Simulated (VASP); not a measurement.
Input:

```
CELL_PARAMETERS angstrom
      0.00000     1.86718     1.86718
      1.86718     0.00000     1.86718
      1.86718     1.86718     0.00000
ATOMIC_POSITIONS crystal
  Pd 0.00000 0.00000 0.00000
```

These are PBEsol GGA, VASP's PBE PAW potentials (set 64) (plane waves; VASP 6.6.1) values and carry that method's errors. Settings: 500 eV cut-off, 17×17×17 Γ-centred mesh, first-order Methfessel-Paxton smearing of 0.10 eV, potentials Pd.

Energy and stress use the plane-wave basis of the starting cell.

**Question.** The ions, cell shape and volume at an external pressure of 45.0 GPa are relaxed. Which structure does the run end with?

**Answer.** 
```
CELL_PARAMETERS angstrom
      0.00000     1.84364     1.84364
      1.84364     0.00000     1.84364
      1.84364     1.84364     0.00000
ATOMIC_POSITIONS crystal
  Pd 0.00000 0.00000 0.00000
```
Space group Fm-3m (225), at a tolerance of 0.03 Å.

**Question.** How do energy and volume change from the first to the last step?

**Answer.** The energy (σ→0) changes by +112.6 meV/atom and the volume by -3.7 %, in 4 ionic steps.

The compound is Pd in the fcc structure. This run relaxes it under an external pressure of 45 GPa. Symmetry was kept, so distortions that lower it aren't found.
